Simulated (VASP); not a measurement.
All values below come from PBE GGA, VASP's PBE PAW potentials (set 64) (plane waves; VASP 6.6.1).

A VASP calculation is set up with these files.

**INCAR**
```
SYSTEM = SnTe
PREC = Accurate
ENCUT = 400
EDIFF = 1E-6
NELM = 100
ALGO = Normal
LREAL = .FALSE.
LASPH = .TRUE.
ISMEAR = 0
SIGMA = 0.05
GGA = PE
LMAXMIX = 4
LWAVE = .FALSE.
LCHARG = .FALSE.
ISIF = 2
```

File KPOINTS:
```
Automatic mesh
0
Gamma
2 2 2
0 0 0
```

**POSCAR**
```
SnTe
1
    0.0000000000     3.2232000000     3.2232000000
    3.2232000000     0.0000000000     3.2232000000
    3.2232000000     3.2232000000     0.0000000000
Sn Te
1 1
Direct
  0.0000000000   0.0000000000   0.0000000000
  0.5000000000   0.5000000000   0.5000000000
```

POTCAR, in this order: Sn_d Te (PBE.64 set). Program: vasp_std.

Output of the run:

### OSZICAR
```
       N       E                     dE             d eps       ncg     rms          rms(c)
DAV:   1     0.119658369797E+03    0.11966E+03   -0.85975E+03    84   0.139E+03
DAV:   2     0.422848234321E+01   -0.11543E+03   -0.11369E+03    84   0.333E+02
DAV:   3    -0.568305832538E+01   -0.99115E+01   -0.98876E+01   108   0.933E+01
DAV:   4    -0.607217483971E+01   -0.38912E+00   -0.38870E+00   102   0.186E+01
DAV:   5    -0.608237603765E+01   -0.10201E-01   -0.10201E-01   124   0.307E+00    0.346E+00
DAV:   6    -0.577456659703E+01    0.30781E+00   -0.67259E-01   108   0.487E+00    0.564E+00
DAV:   7    -0.576468639961E+01    0.98802E-02   -0.85085E-02    96   0.162E+00    0.394E+00
DAV:   8    -0.576579026066E+01   -0.11039E-02   -0.61000E-03    90   0.509E-01    0.364E-01
DAV:   9    -0.576453469833E+01    0.12556E-02   -0.96218E-03   104   0.487E-01    0.479E-01
DAV:  10    -0.576449757756E+01    0.37121E-04   -0.12649E-03    90   0.208E-01    0.133E-01
DAV:  11    -0.576450268909E+01   -0.51115E-05   -0.11633E-04    84   0.902E-02    0.474E-02
DAV:  12    -0.576450334174E+01   -0.65265E-06   -0.14302E-05   122   0.314E-02    0.240E-02
DAV:  13    -0.576450351084E+01   -0.16910E-06   -0.34540E-07    48   0.428E-03
   1 F= -.57645035E+01 E0= -.57504126E+01  d E =-.281818E-01
```

**OUTCAR**
```
------------------------ aborting loop because EDIFF is reached ----------------------------------------
  FORCE on cell =-STRESS in cart. coord.  units (eV):
  Direction    XX          YY          ZZ          XY          YZ          ZX
  --------------------------------------------------------------------------------------
  Total        1.9600894      1.9600894      1.9600894      0.0000000      0.0000000      0.0000000
  in kB       46.8915624     46.8915624     46.8915624      0.0000000      0.0000000      0.0000000
  external PRESSURE =      46.8915624 kB  Pullay stress =       0.0000000 kB
  volume of cell :       66.97
      direct lattice vectors                 reciprocal lattice vectors
     0.000000000  3.223200000  3.223200000    -0.155125341  0.155125341  0.155125341
     3.223200000  0.000000000  3.223200000     0.155125341 -0.155125341  0.155125341
     3.223200000  3.223200000  0.000000000     0.155125341  0.155125341 -0.155125341
 POSITION                                       TOTAL-FORCE (eV/Angst)
 -----------------------------------------------------------------------------------
      0.00000      0.00000      0.00000         0.000000     -0.000000     -0.000000
      3.22320      3.22320      3.22320        -0.000000      0.000000      0.000000
 -----------------------------------------------------------------------------------
    total drift:                               -0.000000      0.000000      0.000000
  FREE ENERGIE OF THE ION-ELECTRON SYSTEM (eV)
  ---------------------------------------------------
  free  energy   TOTEN  =        -5.7645035108 eV

  energy  without entropy=       -5.7363216830  energy(sigma->0) =       -5.75041260
```
(Selected blocks of OUTCAR.)

File OUTCAR:
```
 val. band max:        6.1568565990   @ k =   0.5000   0.0000   0.0000

 cond. band min:       6.1599882042   @ k =   0.5000   0.0000   0.0000


 Fermi energy:         6.1584224016

 k-point     1 :       0.0000    0.0000    0.0000
  band No.  band energies     occupation
      1     -16.1390      2.00000
      2     -16.1390      2.00000
      3     -16.1390      2.00000
      4     -16.1385      2.00000
      5     -16.1385      2.00000
      6      -5.9942      2.00000
      7       1.1589      2.00000
      8       4.3279      2.00000
      9       4.3279      2.00000
     10       4.3279      2.00000
     11       9.2754      0.00000
     12       9.2754      0.00000
     13       9.2754      0.00000
     14      11.0332      0.00000

 k-point     2 :       0.5000    0.0000    0.0000
  band No.  band energies     occupation
      1     -16.1423      2.00000
      2     -16.1423      2.00000
      3     -16.1377      2.00000
      4     -16.1334      2.00000
      5     -16.1334      2.00000
      6      -4.7618      2.00000
      7      -1.9767      2.00000
      8       4.7185      2.00000
      9       4.7185      2.00000
     10       6.1569      1.03532
     11       6.1600      0.96468
     12       6.4836      0.00000
     13       6.4836      0.00000
     14      13.8165      0.00000

 k-point     3 :       0.5000    0.5000    0.0000
  band No.  band energies     occupation
      1     -16.1490      2.00000
      2     -16.1416      2.00000
      3     -16.1352      2.00000
      4     -16.1314      2.00000
      5     -16.1314      2.00000
      6      -4.5232      2.00000
      7      -0.4619      2.00000
      8       1.0937      2.00000
      9       2.8153      2.00000
     10       2.8153      2.00000
     11       8.5719      0.00000
     12      10.7408      0.00000
     13      10.7408      0.00000
     14      12.1132      0.00000
```

Unless said otherwise, spin-orbit coupling is left out, though it shifts the bands of the heavy elements here.

The compound is SnTe in the rock salt structure, which distorts at low temperature. The cell was not relaxed at this level. The k-mesh is coarse (spacing up to 0.84 per Å, 2π included), so the numbers may not be converged in it. The run is one of a series of settings (KPOINTS 2×2×2 Γ-centred mesh against the base run), some of them coarse on purpose.
